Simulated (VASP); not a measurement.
An input for Quantum ESPRESSO's pw.x (written as the equivalent of a VASP run, and not itself run):

```
&CONTROL
  calculation = 'vc-relax'
  pseudo_dir = './pseudo'
  outdir = './out'
  tprnfor = .true.
  tstress = .true.
  nstep = 60
  forc_conv_thr = 0.00078
/
&SYSTEM
  ibrav = 0
  nat = 3
  ntyp = 2
  ecutwfc = 86
  occupations = 'smearing'
  smearing = 'gaussian'
  degauss = 0.003675
  input_dft = 'vdw-df2-b86r'
/
&ELECTRONS
  conv_thr = 7.3e-08
  electron_maxstep = 100
/
&IONS
/
&CELL
/
ATOMIC_SPECIES
  Sn 118.710 Sn.upf
  Se 78.971 Se.upf
CELL_PARAMETERS angstrom
     1.9165082   -3.3194898   -0.0000000
     1.9165082    3.3194898   -0.0000000
     0.0000000   -0.0000000    6.2366366
ATOMIC_POSITIONS crystal
  Sn   0.0000000  1.0000000  0.0000000
  Se   0.3333330  0.6666670  0.2525927
  Se   0.6666670  0.3333330  0.7474073
K_POINTS automatic
  6 6 3 0 0 0
```

Task: Translate this input to VASP (INCAR, KPOINTS, POSCAR, choice of POTCAR).

Result: This is not unique; one that fits is 
File POSCAR:
```
SnSe2
1
    1.9165081874    -3.3194897690    -0.0000000000
    1.9165081874     3.3194897690    -0.0000000000
    0.0000000000    -0.0000000000     6.2366366484
Sn Se
1 2
Direct
  0.0000000000   1.0000000000   0.0000000000
  0.3333330000   0.6666670000   0.2525926708
  0.6666670000   0.3333330000   0.7474073292
```

INCAR:
```
! general
SYSTEM   = SnSe2
PREC     = Accurate
ENCUT    = 520
LREAL    = .False.
LASPH    = .True.

! electronic loop
EDIFF    = 1E-6
NELM     = 100
ALGO     = Normal
LMAXMIX  = 4

! smearing
ISMEAR   = 0
SIGMA    = 0.05

! functional
GGA      = MK
LUSE_VDW = .True.
AGGAC    = 0.0
PARAM1   = 0.1234568
PARAM2   = 0.7114
ZAB_VDW  = -1.8867

! ions
IBRION   = 2
NSW      = 60
ISIF     = 3
EDIFFG   = -0.02

! output
LWAVE    = .False.
LCHARG   = .False.
```

File KPOINTS:
```
Automatic mesh
0
Gamma
6 6 3
0 0 0
```

POTCAR, in this order: Sn_d Se (PBE.64 set). Program: vasp_std.

Limits of the translation: the potentials are each code's own (VASP's PAW set, PseudoDojo norm-conserving files in pw.x), so ENCUT and ecutwfc are chosen apart and not converted; conv_thr bounds pw.x's estimated SCF error, while EDIFF bounds the energy change between steps; forc_conv_thr acts on force components and is met together with etot_conv_thr.

The compound is SnSe2 in the 1T layered structure. This run relaxes it. Symmetry was kept, so distortions that lower it aren't found. The start is the result of an earlier pass.
